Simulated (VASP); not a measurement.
# HfTaN3 (R-3) in VASP: single point with r2SCAN

Aim: the single point of HfTaN3 with r2SCAN.

Everything below comes from runs of VASP 6.6.1. Logs are shortened: lines on timing, memory, paths and dates and some standing lists are left out, and cuts for length are marked.

## 1. Starting point

Symmetry: R-3, No. 148, trigonal system. Conventional cell: a = 5.384 Å, b = 5.384 Å, c = 14.572 Å, α = 90.00°, β = 90.00°, γ = 120.00°. Hf (site symmetry 3) has 6 N at 2.14 to 2.27 Å as nearest neighbours. Ta (site symmetry 3) has 6 N at 2.00 to 2.26 Å as nearest neighbours. N (site symmetry 1) has 2 Ta at 2.00 to 2.26 Å and 2 Hf at 2.14 to 2.27 Å as nearest neighbours.

The cell was built by a generator and needn't be a form met in nature.

## 2. Single point, r2SCAN

Contents of INCAR:

```
SYSTEM = HfTaN3
  PREC = Accurate
  ENCUT = 520
  EDIFF = 1E-6
  ISMEAR = 0
  SIGMA = 0.03
  LREAL = .False.
  LASPH = .True.
  NELM = 150
  ALGO = Normal
  ISIF = 2
  LWAVE = .False.
  LCHARG = .False.
  METAGGA = R2SCAN
  LMIXTAU = .True.
  KPAR = 4
```

Contents of KPOINTS:

```
regular mesh
0
Gamma
  6 6 6
  0 0 0
```

Contents of POSCAR:

```
HfTaN3
1.0
    2.6919620000      1.5542050000      4.8573500000
   -2.6919620000      1.5542050000      4.8573500000
    0.0000000000     -3.1084100000      4.8573500000
Hf Ta N
2 2 6
Direct
    0.3570110000      0.3570110000      0.3570110000
    0.6429890000      0.6429890000      0.6429890000
    0.1423160000      0.1423160000      0.1423160000
    0.8576840000      0.8576840000      0.8576840000
    0.4386300000      0.0451470000      0.7685660000
    0.0451470000      0.7685660000      0.4386300000
    0.7685660000      0.4386300000      0.0451470000
    0.5613700000      0.9548530000      0.2314340000
    0.9548530000      0.2314340000      0.5613700000
    0.2314340000      0.5613700000      0.9548530000
```

Potentials or basis: VASP PAW PBE potentials, release 64 (Hf_pv, Ta_pv, N).

Started as:

```sh
$ cat potpaw_PBE.64/Hf_pv/POTCAR potpaw_PBE.64/Ta_pv/POTCAR potpaw_PBE.64/N/POTCAR > POTCAR
$ mpirun -np 4 vasp_std > vasp.out
```

OUTCAR:

```text
SYSTEM = HfTaN3
   PREC = Accurate
   ENCUT = 520
   EDIFF = 1E-6
   ISMEAR = 0
   LREAL = .False.
   LASPH = .True.
   NELM = 150
   ISIF = 2
   METAGGA = R2SCAN

 ion  position               nearest neighbor table
   1  0.357  0.357  0.357-   6 2.14   5 2.14   7 2.14   8 2.27  10 2.27   9 2.27   3 3.13   2 3.18
                             2 3.18   2 3.18   3 3.56   3 3.56   3 3.56
   2  0.643  0.643  0.643-   9 2.14   8 2.14  10 2.14   5 2.27   7 2.27   6 2.27   4 3.13   1 3.18
                             1 3.18   1 3.18   4 3.56   4 3.56   4 3.56
   3  0.142  0.142  0.142-   7 2.00   5 2.00   6 2.00   8 2.26  10 2.26   9 2.26   1 3.13   4 3.19
                             4 3.19   4 3.19   1 3.56   1 3.56   1 3.56
   4  0.858  0.858  0.858-  10 2.00   8 2.00   9 2.00   5 2.26   7 2.26   6 2.26   2 3.13   3 3.19
                             3 3.19   3 3.19   2 3.56   2 3.56   2 3.56
   5  0.439  0.045  0.769-   3 2.00   1 2.14   4 2.26   2 2.27
   6  0.045  0.769  0.439-   3 2.00   1 2.14   4 2.26   2 2.27
   7  0.769  0.439  0.045-   3 2.00   1 2.14   4 2.26   2 2.27
   8  0.561  0.955  0.231-   4 2.00   2 2.14   3 2.26   1 2.27
   9  0.955  0.231  0.561-   4 2.00   2 2.14   3 2.26   1 2.27
  10  0.231  0.561  0.955-   4 2.00   2 2.14   3 2.26   1 2.27

  LATTYP: Found a trigonal (rhomboedric) cell.
 ALAT       =     5.7668068820
 COS(alpha) =     0.5641901569

  Lattice vectors:

 A1 = (   2.6919620000,   1.5542050000,   4.8573500000)
 A2 = (  -2.6919620000,   1.5542050000,   4.8573500000)
 A3 = (   0.0000000000,  -3.1084100000,   4.8573500000)

Analysis of symmetry for initial positions (statically):
=====================================================================
 Subroutine PRICEL returns:
 Original cell was already a primitive cell.

 Routine SETGRP: Setting up the symmetry group for a
 trigonal (rhombohedral) supercell.

 Subroutine GETGRP returns: Found  6 space group operations
 (whereof  6 operations were pure point group operations)
 out of a pool of 12 trial point group operations.

The static configuration has the point symmetry S_6 .

Analysis of symmetry for dynamics (positions and initial velocities):
=====================================================================
 Subroutine PRICEL returns:
 Original cell was already a primitive cell.

 Routine SETGRP: Setting up the symmetry group for a
 trigonal (rhombohedral) supercell.

 Subroutine GETGRP returns: Found  6 space group operations
 (whereof  6 operations were pure point group operations)
 out of a pool of 12 trial point group operations.

[... 127 lines left out ...]
   NELECT =      72.0000    total number of electrons
   NUPDOWN=      -1.0000    fix difference up-down
   EMIN   =  10.00;   EMAX   =-10.00  energy-range for DOS
   EFERMI =   0.00;   METHOD = LEGACY
   ISMEAR =     0;   SIGMA  =   0.03  broadening in eV -4-tet -1-fermi 0-gaus
   EFERMI_NEDOS =   21; number of points for ismear=-14 and -15
   IALGO  =     38    algorithm
   IMIX   =      4    mixing-type and parameters
     AMIX     =   0.40;   BMIX     =  1.00
     AMIX_MAG =   1.60;   BMIX_MAG =  1.00
  volume/ion in A,a.u.               =      12.19        82.29
  Fermi-wavevector in a.u.,A,eV,Ry     =   1.373440  2.595425 25.665180  1.886338
  Thomas-Fermi vector in A             =   2.498957
   LORBIT       =      0    0 simple, 1 ext, 2 COOP (PROOUT), +10 PAW based schemes
   METAGGA = R2SCAN    functional components
   LHFCALC =     F    Hartree Fock is set to
   AEXX    =    0.0000 exact exchange contribution
   IVDW    =     0    specifies the selected vdW correction
   LEPSILON=     F    determine dielectric tensor
   LRPA    =     F    only Hartree local field effects (RPA)
 non-spin polarized calculation
 Gauss-broadening in eV      SIGMA  =   0.03
  energy-cutoff  :      520.00
  volume of cell :      121.93
 maximum number of plane-waves:      3299
 NGX is ok and might be reduce to    48
   NGX = 21   NGY = 21   NGZ = 21

 number of electron      72.0000003 magnetization

 Free energy of the ion-electron system (eV)
  ---------------------------------------------------
  ext. energy  EPLUGINS =         0.00000000
  ---------------------------------------------------
  free energy    TOTEN  =      -257.89878992 eV

  energy without entropy =     -257.89878992  energy(sigma->0) =     -257.89878992

 E-fermi :   4.3575     XC(G=0): -12.5414

 val. band max:        4.1464502708   @ k =   0.5000   0.0000   0.0000
 cond. band min:       6.3095837180   @ k =   0.3333   0.0000  -0.1667
 fundamental gap:      2.1631334471
 Fermi energy:         4.3575487576

 k-point     1 :       0.0000    0.0000    0.0000
  band No.  band energies     occupation
      1     -31.3828      2.00000
      2     -31.3828      2.00000
      3     -31.2764      2.00000
      4     -31.2223      2.00000
      5     -31.1568      2.00000
      6     -31.1568      2.00000
[... 1093 lines left out ...]
     42       8.5852      0.00000
     43       8.8197      0.00000

 [... further k-points ...]

------------------------ aborting loop because EDIFF is reached ----------------------------------------

  FORCE on cell =-STRESS in cart. coord.  units (eV):
  Direction    XX          YY          ZZ          XY          YZ          ZX
  --------------------------------------------------------------------------------------
  -------------------------------------------------------------------------------------
  Total       -3.2620851     -3.2620851     -2.6052715      0.0000382     -0.0000000      0.0000000
  in kB      -42.8625487    -42.8625495    -34.2322703      0.0005013     -0.0000000      0.0000000
  external PRESSURE =     -39.9857895 kB  Pullay stress =       0.0000000 kB

 VOLUME and BASIS-vectors are now :
 -----------------------------------------------------------------------------
  energy-cutoff  :      520.00
  volume of cell :      121.93
      direct lattice vectors                 reciprocal lattice vectors
     2.691962000  1.554205000  4.857350000     0.185738134  0.107235961  0.068624524
    -2.691962000  1.554205000  4.857350000    -0.185738134  0.107235961  0.068624524
     0.000000000 -3.108410000  4.857350000     0.000000000 -0.214471922  0.068624524

 POSITION                                       TOTAL-FORCE (eV/Angst)
 -----------------------------------------------------------------------------------
      0.00000      0.00000      5.20238         0.000000      0.000000     -0.025820
      0.00000      0.00000      9.36967         0.000000      0.000000      0.025820
      0.00000      0.00000      2.07384         0.000000      0.000000     -0.093246
      0.00000      0.00000     12.49821         0.000000      0.000000      0.093246
      1.05924     -1.63713      6.08307        -0.053899     -0.003677      0.029550
     -1.94742     -0.09877      6.08307         0.023765      0.048516      0.029550
      0.88818      1.73589      6.08307         0.030134     -0.044839      0.029550
     -1.05924      1.63713      8.48898         0.053899      0.003677     -0.029550
      1.94742      0.09877      8.48898        -0.023765     -0.048516     -0.029550
     -0.88818     -1.73589      8.48898        -0.030134      0.044839     -0.029550
 -----------------------------------------------------------------------------------
    total drift:                               -0.000000     -0.000000      0.000000

  FREE ENERGIE OF THE ION-ELECTRON SYSTEM (eV)
  ---------------------------------------------------
  free  energy   TOTEN  =      -257.8987899230 eV

  energy  without entropy=     -257.8987899230  energy(sigma->0) =     -257.89878992
```

Wall time 12 min (4 MPI ranks of AMD EPYC 7R43 (Zen 3), shared host); peak memory 0.45 GiB.

Results:

| Quantity | Value |
| --- | --- |
| Free energy | -257.8988 eV |
| Pressure | -4.0 GPa |
| Largest force | 0.093 eV/Å |
| Band gap on the k mesh | 2.16 eV, indirect (least direct gap 2.29 eV) |

Forces in eV/Å, atoms in the order of the input:
```
Hf   0.000  0.000 -0.026
Hf   0.000  0.000  0.026
Ta   0.000  0.000 -0.093
Ta   0.000  0.000  0.093
N   -0.054 -0.004  0.030
N    0.024  0.049  0.030
N    0.030 -0.045  0.030
N    0.054  0.004 -0.030
N   -0.024 -0.049 -0.030
N   -0.030  0.045 -0.030
```

Stress tensor (GPa, compression positive):
```
-4.29  0.00  0.00
 0.00 -4.29  0.00
 0.00  0.00 -3.42
```

Levels at points of the mesh, in eV from the valence-band top:
```
           k point  band 32  band 33  band 34  band 35  band 36  band 37  band 38  band 39  band 40  band 41
(0.00, 0.00, 0.00)    -1.24    -0.92    -0.36    -0.19    -0.19     2.62     3.34     3.34     4.36     4.37
(0.50, 0.00, 0.00)    -1.35    -1.27    -0.95    -0.18     0.00     2.43     2.54     3.97     4.08     4.66
(0.50, 0.50, 0.00)    -1.04    -0.88    -0.48    -0.38    -0.19     2.48     2.90     3.30     3.87     3.90
(0.50, 0.50, 0.50)    -0.93    -0.75    -0.59    -0.59    -0.45     3.91     3.91     4.02     4.08     4.08
```

Caveat: the PAW data sets were made with another functional, which shifts forces and pressure a little; spin-orbit coupling is left out, which moves the levels of the heavy elements.
